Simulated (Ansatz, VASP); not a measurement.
# SnC3: VASP beside Ansatz

```
CELL_PARAMETERS angstrom
2.97889 0.00000 0.00000
0.00000 2.97889 0.00000
0.00000 0.00000 4.64352
ATOMIC_POSITIONS crystal
C 0.50000 0.00000 0.82036
C 0.50000 0.50000 0.00000
C 0.00000 0.50000 0.17964
Sn 0.00000 0.00000 0.50000
```

Alike in both runs: task single point; functional PBE; k mesh 8 × 8 × 6; no spin polarisation.

|  | VASP | Ansatz |
| --- | --- | --- |
| version | VASP 6.6.1 | Ansatz 0.2.0 |
| potentials or method | VASP PAW PBE potentials, release 64 (C, Sn_d) | plane waves, PAW |
| plane-wave cutoff (eV) | 520 | 420 |
| occupations | gaussian, width 0.01 eV | fixed |
| valence electrons in the cell | 26 | 26 |

Ansatz gave:

```
gap on the k mesh at the Fermi level (eV)       : 0.34
pressure (GPa)                                  : 2.7
largest component of the traceless stress (GPa) : 0.64
rms of the force components (eV/Å)              : 0.141
```

Which values does VASP return?

gap on the k mesh at the Fermi level (eV): 0.34; pressure (GPa): 2.7; largest component of the traceless stress (GPa): 0.54; rms of the force components (eV/Å): 0.137.

Atom by atom the forces differ by 0.005 eV/Å (rms over components).

Caveats: spin-orbit coupling is left out, which moves the levels of the heavy elements.
